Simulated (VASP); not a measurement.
Input:

```xyz
10
Lattice="2.4987 1.4426 4.4836 -2.4987 1.4426 4.4836 0.0000 -2.8853 4.4836" Properties=species:S:1:pos:R:3 pbc="T T T"
Ga    -0.0113     0.0908    11.3669
Ga     0.0315     0.0881     1.9633
Ga     0.0379     0.0001     8.7547
Ga    -0.0396    -0.0493     4.7298
O      0.8462     1.5091     5.6556
O     -0.6891    -1.6412     7.8182
O     -1.8623    -0.1471     5.7183
O      1.6723     0.1830     7.8557
O      1.0688    -1.4131     5.5534
O     -1.0544     1.3795     7.8375
```

Calculation: LDA (Ceperley-Alder, Perdew-Zunger), VASP's LDA PAW potentials (set 64) (plane waves; VASP). Run with 400 eV cut-off, 4×4×4 Γ-centred mesh, Fermi-Dirac smearing of 0.010 eV, potentials Ga_d O.

At this cut-off the stress carries a Pulay error, which pulls relaxed volumes low.

Question: Estimate the energy per atom (σ→0), pressure, largest force.

Answer: 
```
Property                        Value
---------------------  --------------
energy per atom (σ→0)  -6.725 eV/atom
pressure                    -5.37 GPa
largest force              4.184 eV/Å
```

The absolute energy has meaning only against runs of the same code, potentials and settings.

The structure comes from a computed database's Ga2O3 entry; how it stands against other phases isn't given here. The cell was not relaxed at this level.
